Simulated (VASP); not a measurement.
Consider the following.

```
CELL_PARAMETERS angstrom
      4.45399     0.00000     0.00000
      0.00000     4.45399     0.00000
      0.00000     0.00000     4.45399
ATOMIC_POSITIONS crystal
  Cs 0.00000 0.00000 0.00000
  I  0.50000 0.50000 0.50000
```

Level of theory: r2SCAN+rVV10, VASP's PBE PAW potentials (set 64) (plane waves; VASP 6.6.1). Settings: 520 eV cut-off, 6×6×6 Γ-centred mesh, Gaussian smearing of 0.050 eV, potentials Cs_sv I.

### Question
Give the stress tensor in GPa (positive for a compressed cell).

### Answer

```
1.05  0.00  0.00
0.00  1.05  0.00
0.00  0.00  1.05
```
The pressure is its mean diagonal, 1.05 GPa.

The compound is CsI in the CsCl type structure. This cell is one point of a volume scan, at 0.94 of the reference volume.
